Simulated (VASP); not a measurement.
## Be2Si: relaxation of cell and atoms with PBE0+D2

The system is Be2Si.

```
Si Be
1.0
    -0.01090    2.65511    2.62128
     2.68219    0.01129    2.59910
     2.67571    2.62645    0.01776
Si Be
1 2
Direct
  0.00000 0.00000 0.00000
  0.25000 0.25000 0.25000
  0.75000 0.75000 0.75000
```

The cell comes from a database or a generator and needn't be the stable form of this composition.

The cell isn't the ideal one: cell strained at random at fixed volume.

```yaml
Program: VASP 6.6.1
Task: relaxation of cell and atoms
Functional: PBE0
Dispersion: D2
Potentials_or_basis: VASP PAW PBE potentials, release 64 (Si, Be)
Cutoff: 600 eV
k_mesh: 5 × 5 × 5
Occupations: fermi-dirac, width 0.05 eV
Spin: no spin polarisation
Grid_for_exact_exchange_PRECFOCK: Fast
Exchange_at_q_=_0: default
Further_INCAR_settings: ALGO = Normal; EDIFF = 1e-06; IBRION = 2; EDIFFG = -0.01; NSW = 40; ISIF = 3
```

```json
{
 "Relaxed volume": "11.98 Å³/atom",
 "Relaxed cell": "a = 3.692 Å, b = 3.704 Å, c = 3.719 Å, α = 59.63°, β = 59.98°, γ = 60.38°",
 "Space group after relaxing (to 0.05 Å)": "I4/mmm (No. 139)",
 "Energy gained by relaxing": "4.1 meV/atom",
 "Ionic steps": "8",
 "Pressure after relaxing": "0.0 GPa",
 "Largest force after relaxing": "0.006 eV/Å",
 "Band gap on the k mesh": "none (metal or under the smearing width)",
 "Dispersion energy per atom": "-0.127 eV"
}
```

Forces on the atoms (eV/Å):
```
Si   0.000  0.000  0.000
Be   0.004 -0.001 -0.004
Be  -0.004  0.001  0.004
```

Step by step:
| step | energy change (eV) | largest force (eV/Å) | pressure (GPa) | volume (Å³) |
| --- | --- | --- | --- | --- |
| 1 | 0.0000 | 0.0518 | -2.37 | 36.80 |
| 2 | -0.0117 | 0.0104 | 0.33 | 35.84 |
| 3 | -0.0117 | 0.0090 | 0.24 | 35.87 |
| 4 | -0.0117 | 0.0082 | 0.19 | 35.89 |
| 5 | -0.0122 | 0.0084 | 0.01 | 35.95 |
| 6 | -0.0123 | 0.0144 | -0.20 | 36.02 |
| 7 | -0.0123 | 0.0135 | -0.14 | 36.00 |
| 8 | -0.0124 | 0.0056 | 0.01 | 35.95 |

Final structure:
```
Si Be
1.0
    -0.00023    2.62079    2.59979
     2.63865    0.00039    2.59955
     2.63851    2.62023    0.00029
Si Be
1 2
Direct
  0.00000 0.00000 0.00000
  0.25031 0.24996 0.24972
  0.74969 0.75004 0.75028
```

Levels at points of the mesh, in eV from the Fermi level:
```tsv
k point	band 1	band 2	band 3	band 4	band 5	band 6	band 7	band 8
(0.00, 0.00, 0.00)	-14.40	0.70	0.77	0.82	0.98	1.05	1.12	7.30
```

Wall time 14 min on 1 thread of Intel(R) Xeon(R) 6975P-C (Granite Rapids) (shared host), peak memory 0.19 GiB.

Caveat: the k mesh is coarse (spacing up to 0.42 Å⁻¹), so the values aren't converged, least of all with exact exchange; atom-pairwise D2, TS and ULG terms overbind metals; the PAW data sets were made with another functional, which shifts forces and pressure a little; pairwise dispersion overbinds metals, which lowers pressure and volume.
